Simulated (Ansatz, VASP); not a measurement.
# Cross-check of PtS2 between VASP and Ansatz, part 2 of 2

Wanted: the spread between two codes on one cell, functional and k mesh. The cell is taken from a series of runs on this material, whose earlier steps may have relaxed, scaled, displaced or heated it; both programs get it as it stands.

VASP 6.6.1 and Ansatz 0.2.0.

So far: Starting point; Ansatz: zone-centre phonons, PBE; VASP: zone-centre phonons, PBE.

## Step 3: VASP: zone-centre phonons, PBE (continued)

Level of this step: PBE; plane waves and PAW (Pt, S) (VASP).

Numbers of over 12 decimals in the logs are rounded to 6 here.

Parts of OUTCAR (step 3):

```text
ion  position               nearest neighbor table
   1  0.333  0.667  0.333-   3 2.43   2 2.43   3 2.43   2 2.43   3 2.43   2 2.43
   2  0.667  0.333  0.382-   1 2.43   1 2.43   1 2.43
   3  0.667  0.333  0.285-   1 2.43   1 2.43   1 2.43

  LATTYP: Found a hexagonal cell.
 ALAT       =     3.3806817048
 C/A-ratio  =     8.8739498774

 Subroutine GETGRP returns: Found 12 space group operations
 (whereof  6 operations were pure point group operations)

The static configuration has the point symmetry C_3v.
 The point group associated with its full space group is D_3h.

 Found     27 irreducible k-points:

   k-points           NKPTS =     27   k-points in BZ     NKDIM =     27   number of bands    NBANDS=     17

   dimension x,y,z NGX =    28 NGY =   28 NGZ =  224
   dimension x,y,z NGXF=    56 NGYF=   56 NGZF=  448

   ENCUT  =  500.0 eV  36.75 Ry    6.06 a.u.   6.16  6.16 54.70*2*pi/ulx,y,z

   NELECT =      22.0000    total number of electrons

 k-points in reciprocal lattice and weights: Automatic mesh
   0.00000000  0.00000000  0.00000000       0.004
   0.06666667  0.00000000  0.00000000       0.027
   0.13333333 -0.00000000  0.00000000       0.027
   0.20000000  0.00000000  0.00000000       0.027
   0.26666667 -0.00000000  0.00000000       0.027
   0.33333333  0.00000000  0.00000000       0.027
   0.40000000  0.00000000  0.00000000       0.027
   0.46666667  0.00000000  0.00000000       0.027
   0.06666667  0.06666667  0.00000000       0.027
[...]
0.33333333  0.26666667  0.00000000       0.053
   0.33333333  0.33333333  0.00000000       0.009

 average (electrostatic) potential at core
       1 -77.8332       2 -95.5470       3 -95.5470

  Total        1.2841988      1.2841988     -0.1445143     -0.0000000      0.0000000      0.0000000
  in kB        6.9291885      6.9291885     -0.7797600     -0.0000000      0.0000000      0.0000000
  external PRESSURE =       4.3595390 kB  Pullay stress =       0.0000000 kB

  energy-cutoff  :      500.00
  volume of cell :      296.93
      direct lattice vectors                 reciprocal lattice vectors
     3.380681705  0.000000000  0.000000000     0.295798329  0.170779245  0.000000000
    -1.690340852  2.927756239  0.000000000     0.000000000  0.341558490  0.000000000
     0.000000000  0.000000000 30.000000000     0.000000000  0.000000000  0.033333333

 POSITION                                       TOTAL-FORCE (eV/Angst)
 -----------------------------------------------------------------------------------
     -0.00000      1.95184     10.00000         0.000000      0.000000      0.000000
      1.69034      0.97592     11.45314        -0.000000      0.000000     -0.040113
      1.69034      0.97592      8.54686        -0.000000     -0.000000      0.040113
 -----------------------------------------------------------------------------------
    total drift:                                0.000001     -0.000000      0.000018

 Eigenvectors and eigenvalues of the dynamical matrix
 ----------------------------------------------------

   1 f  =    9.461036 THz    59.445444 2PiTHz  315.586201 cm-1    39.127685 meV
             X         Y         Z           dx          dy          dz
     -0.000000  1.951837 10.000000    -0.000000    0.000000   -0.000000
      1.690341  0.975919 11.453137    -0.000000    0.000000   -0.707107
      1.690341  0.975919  8.546863     0.000000   -0.000000    0.707107

   2 f  =    3.899627 THz    24.502079 2PiTHz  130.077554 cm-1    16.127554 meV
             X         Y         Z           dx          dy          dz
     -0.000000  1.951837 10.000000     0.000000    0.000000    0.000000
      1.690341  0.975919 11.453137    -0.000001   -0.707107    0.000000
      1.690341  0.975919  8.546863     0.000001    0.707107    0.000000

   3 f  =    3.899627 THz    24.502079 2PiTHz  130.077554 cm-1    16.127554 meV
             X         Y         Z           dx          dy          dz
     -0.000000  1.951837 10.000000     0.000000   -0.000000    0.000000
      1.690341  0.975919 11.453137    -0.707107    0.000001   -0.000000
      1.690341  0.975919  8.546863     0.707107   -0.000001   -0.000000

   4 f  =    3.272523 THz    20.561867 2PiTHz  109.159612 cm-1    13.534061 meV
             X         Y         Z           dx          dy          dz
     -0.000000  1.951837 10.000000     0.000000   -0.000000   -0.497847
      1.690341  0.975919 11.453137    -0.000000    0.000000    0.613249
      1.690341  0.975919  8.546863     0.000000   -0.000000    0.613249

   5 f  =    2.130429 THz    13.385883 2PiTHz   71.063476 cm-1     8.810744 meV
             X         Y         Z           dx          dy          dz
     -0.000000  1.951837 10.000000    -0.000003   -0.498012    0.000000
      1.690341  0.975919 11.453137     0.000004    0.613182   -0.000000
      1.690341  0.975919  8.546863     0.000004    0.613182    0.000000

   6 f  =    2.130429 THz    13.385883 2PiTHz   71.063476 cm-1     8.810744 meV
             X         Y         Z           dx          dy          dz
     -0.000000  1.951837 10.000000     0.498012   -0.000003   -0.000000
      1.690341  0.975919 11.453137    -0.613182    0.000004   -0.000000
      1.690341  0.975919  8.546863    -0.613182    0.000004   -0.000000

   7 f/i=    0.001493 THz     0.009378 2PiTHz    0.049787 cm-1     0.006173 meV
             X         Y         Z           dx          dy          dz
     -0.000000  1.951837 10.000000     0.129369   -0.857466   -0.000000
      1.690341  0.975919 11.453137     0.052535   -0.348207   -0.000000
      1.690341  0.975919  8.546863     0.052535   -0.348207   -0.000000

   8 f/i=    0.001493 THz     0.009378 2PiTHz    0.049787 cm-1     0.006173 meV
             X         Y         Z           dx          dy          dz
     -0.000000  1.951837 10.000000    -0.857466   -0.129369   -0.000000
      1.690341  0.975919 11.453137    -0.348207   -0.052535   -0.000000
      1.690341  0.975919  8.546863    -0.348207   -0.052535   -0.000000

   9 f/i=    0.001669 THz     0.010485 2PiTHz    0.055661 cm-1     0.006901 meV
             X         Y         Z           dx          dy          dz
     -0.000000  1.951837 10.000000    -0.000000   -0.000000    0.867265
      1.690341  0.975919 11.453137    -0.000000   -0.000000    0.352031
      1.690341  0.975919  8.546863    -0.000000   -0.000000    0.352031

 ELASTIC MODULI CONTR FROM IONIC RELAXATION (kBar)
 Direction    XX          YY          ZZ          XY          YZ          ZX
 --------------------------------------------------------------------------------
 XX        -275.9319      1.9469   -191.8885      0.0000      0.0000      0.0000
 YY           1.9469   -275.9319   -191.8885     -0.0000      0.0000     -0.0000
 ZZ        -191.8885   -191.8885   -268.7826      0.0000      0.0000      0.0000
 XY           0.0000     -0.0000      0.0000   -138.9394     -0.0000      0.0000
 YZ           0.0000      0.0000      0.0000     -0.0000    -40.3922     -0.0000
 ZX           0.0000     -0.0000      0.0000      0.0000     -0.0000    -42.5114
 --------------------------------------------------------------------------------
```

## Step 4: Side by side

Known differences besides the potentials themselves: Ansatz cuts the interaction across the vacuum, VASP repeats the sheet without a dipole correction; the data sets hold 30 valence electrons in Ansatz (on its PAW soft_1 files) and 22 in VASP; the cutoff is 420 eV in Ansatz and 500 eV in VASP. Total energies have different zeros and are not compared.

Compared:

```csv
quantity,Ansatz,VASP,difference
optical mode 1 to 2 (cm⁻¹),74.7,71.1,+5.10 %
optical mode 3 (cm⁻¹),110.1,109.2,+0.87 %
optical mode 4 to 5 (cm⁻¹),130.2,130.1,+0.06 %
optical mode 6 (cm⁻¹),316.7,315.6,+0.37 %
```

Modes are paired by rising frequency, not by their patterns, so a pair may set unlike modes beside each other; they are those without the splitting of longitudinal modes. Where the cell holds vacuum, a pressure given here is an average over it and none of the material.

## Step 5: What came out

| Quantity | Value |
| --- | --- |
| r.m.s. difference of the optical zone-centre modes, each program's sorted by frequency (zone-centre phonons, PBE) | 2.2 cm⁻¹ |
| difference in optical mode 1 to 2 (zone-centre phonons, PBE) | +5.1 % |

In words: The r.m.s. difference of the optical zone-centre modes, each program's sorted by frequency is 2.2 cm⁻¹ (zone-centre phonons, PBE). The data sets hold unlike numbers of valence electrons (30 in Ansatz and 22 in VASP), so part of the differences may come from the potentials. Among the rows given in per cent, the largest difference of the zone-centre phonons, PBE pair is in optical mode 1 to 2, +5.1 %. How closely two codes agree says nothing of how well the functional describes the real material.

[Lines on the potential files, build, host, timing and source positions are cut from VASP's logs without a mark.]

[Logs are printed without paths, hosts, clocks, repeated set-up lines and the standing remarks that a program may print on its own settings, such as how far it seeks lower states.]

[Hosts, paths, dates, database ids (printed as entryN), source tags and the programs' standing remarks are cut or masked in the printed files.]
